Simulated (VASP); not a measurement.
Wanted: the native input for a VASP 6.6.1 run.

```yaml
Task: single point
Functional: PBEsol
Potentials_or_basis: VASP PAW PBE potentials, release 64 (Al, N)
Cutoff: 520 eV
k_mesh: 9 × 9 × 1
Occupations: gaussian, width 0.1 eV
Spin: no spin polarisation
Dipole_correction: yes
Further_INCAR_settings: ALGO = Normal; EDIFF = 1e-07; NBANDS = 15
```

The structure of Al3N lies in POSCAR:

```
Al3N
1.0
    2.8394270062      0.0000000000      0.0000000000
    0.0000000000      2.8394270062      0.0000000000
    0.0000000000      0.0000000000     19.6413451746
Al N
3 1
Direct
    0.5000000000      0.5000000000      0.2036520393
    0.0000000000      0.0000000000      0.3090064780
    0.5000000000      0.5000000000      0.4145003869
    0.5000000000      0.8333333333      0.4893228654
```

The cell isn't the ideal one: N over (0/6, 2/6) of the surface cell, its height relaxed.

The input as run:

INCAR

```
SYSTEM = Al3N
  PREC = Accurate
  ENCUT = 520
  EDIFF = 1E-7
  ISMEAR = 0
  SIGMA = 0.1
  LREAL = .False.
  LASPH = .True.
  NELM = 60
  ALGO = Normal
  ISIF = 2
  LWAVE = .False.
  LCHARG = .False.
  LDIPOL = .True.
  IDIPOL = 3
  DIPOL = 0.5 0.5 0.354
  GGA = PS
  NBANDS = 15
```

KPOINTS

```
regular mesh
0
Gamma
  9 9 1
  0 0 0
```

Potentials or basis: VASP PAW PBE potentials, release 64 (Al, N).

Run with:

```bash
$ cat potpaw_PBE.64/Al/POTCAR potpaw_PBE.64/N/POTCAR > POTCAR
$ mpirun -np 1 vasp_std > vasp.out
```

It gave:

```json
{"Largest force": "2.348 eV/Å", "Band gap on the k mesh": "none (metal or under the smearing width)"}
```

Caveat: the PAW data sets were made with another functional, which shifts forces and pressure a little.

Wall time 3.1 min on 1 thread of AMD EPYC 7R43 64-Core Processor (Zen 3), on a shared host, peak memory 0.26 GiB.
